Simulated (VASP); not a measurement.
Computed with PBE0 hybrid, VASP's PBE PAW potentials (set 64) (plane waves; VASP).

VASP input:

File POSCAR:
```
BAs
1
    0.0000000000     2.3944440000     2.3944440000
    2.3944440000     0.0000000000     2.3944440000
    2.3944440000     2.3944440000     0.0000000000
B As
1 1
Direct
  0.2500000000   0.2500000000   0.2500000000
  0.0000000000   0.0000000000   0.0000000000
```

KPOINTS:
```
Automatic mesh
0
Gamma
11 11 11
0 0 0
```

**INCAR**
```
SYSTEM = BAs
PREC = Accurate; ENCUT = 400; LREAL = .FALSE.
LASPH = .TRUE.; ISYM = 3
EDIFF = 1E-6; NELM = 100; ALGO = Normal
LMAXMIX = 4
ISMEAR = 0; SIGMA = 0.05
GGA = PE; LHFCALC = .TRUE.; AEXX = 0.25
HFRCUT = -1; PRECFOCK = Fast
ISIF = 2
LWAVE = .FALSE.; LCHARG = .FALSE.
```

POTCAR, in this order: B As (PBE.64 set). Program: vasp_std.

Output of the run:

OSZICAR:
```
       N       E                     dE             d eps       ncg     rms          rms(c)
DAV:   1    -0.566783101133E+03   -0.56678E+03   -0.33817E+03   904   0.703E+02
DAV:   2    -0.584662359937E+03   -0.17879E+02   -0.17016E+02  1448   0.921E+01
DAV:   3    -0.584871927426E+03   -0.20957E+00   -0.20957E+00  1056   0.121E+01
DAV:   4    -0.584872184387E+03   -0.25696E-03   -0.25684E-03  1320   0.466E-01
DAV:   5    -0.149196932757E+02    0.56995E+03   -0.31080E+00   896   0.128E+01    0.643E+00
DAV:   6    -0.142287149017E+02    0.69098E+00   -0.11769E+00  1016   0.656E+00    0.391E+00
DAV:   7    -0.141759572503E+02    0.52758E-01   -0.57636E-01   984   0.413E+00    0.215E+00
DAV:   8    -0.141798564634E+02   -0.38992E-02   -0.66967E-02  1104   0.152E+00    0.116E+00
DAV:   9    -0.141741664356E+02    0.56900E-02   -0.54161E-03  1016   0.535E-01    0.668E-01
DAV:  10    -0.141724901502E+02    0.16763E-02   -0.42682E-03  1016   0.413E-01    0.405E-01
DAV:  11    -0.141723807089E+02    0.10944E-03   -0.10669E-03  1184   0.206E-01    0.261E-01
DAV:  12    -0.141723601661E+02    0.20543E-04   -0.10525E-04  1016   0.790E-02    0.156E-01
DAV:  13    -0.141723573385E+02    0.28276E-05   -0.41847E-05  1136   0.498E-02    0.910E-02
DAV:  14    -0.141723655744E+02   -0.82359E-05   -0.19595E-05  1208   0.331E-02    0.510E-02
DAV:  15    -0.141723720831E+02   -0.65087E-05   -0.54022E-06  1136   0.195E-02    0.286E-02
DAV:  16    -0.141723756740E+02   -0.35909E-05   -0.16742E-06  1056   0.121E-02    0.162E-02
DAV:  17    -0.141723775649E+02   -0.18908E-05   -0.71245E-07   760   0.800E-03    0.933E-03
DAV:  18    -0.141723785287E+02   -0.96386E-06   -0.31126E-07   520   0.534E-03
   1 F= -.14172379E+02 E0= -.14172379E+02  d E =-.345410E-18
```

File OUTCAR:
```
------------------------ aborting loop because EDIFF is reached ----------------------------------------
  FORCE on cell =-STRESS in cart. coord.  units (eV):
  Direction    XX          YY          ZZ          XY          YZ          ZX
  --------------------------------------------------------------------------------------
  Total       -0.3033160     -0.3033160     -0.3033160      0.0000000      0.0000000      0.0000000
  in kB      -17.6995361    -17.6995361    -17.6995361      0.0000000      0.0000000      0.0000000
  external PRESSURE =     -17.6995361 kB  Pullay stress =       0.0000000 kB
  volume of cell :       27.46
      direct lattice vectors                 reciprocal lattice vectors
     0.000000000  2.394444000  2.394444000    -0.208816744  0.208816744  0.208816744
     2.394444000  0.000000000  2.394444000     0.208816744 -0.208816744  0.208816744
     2.394444000  2.394444000  0.000000000     0.208816744  0.208816744 -0.208816744
  FREE ENERGIE OF THE ION-ELECTRON SYSTEM (eV)
  ---------------------------------------------------
  free  energy   TOTEN  =       -14.1723785287 eV

  energy  without entropy=      -14.1723785287  energy(sigma->0) =      -14.17237853

  exchange ACFDT corr.  =         0.00000000  see jH, gK, PRB 81, 115126
```
(Selected blocks of OUTCAR.)

At this cut-off the stress carries a Pulay error, which pulls relaxed volumes low.

The structure comes from a computed database's BAs entry; how it stands against other phases isn't given here. The cell was not relaxed at this level. The run is one of a series of settings (KPOINTS 11×11×11 Γ-centred mesh against the base run), some of them coarse on purpose.
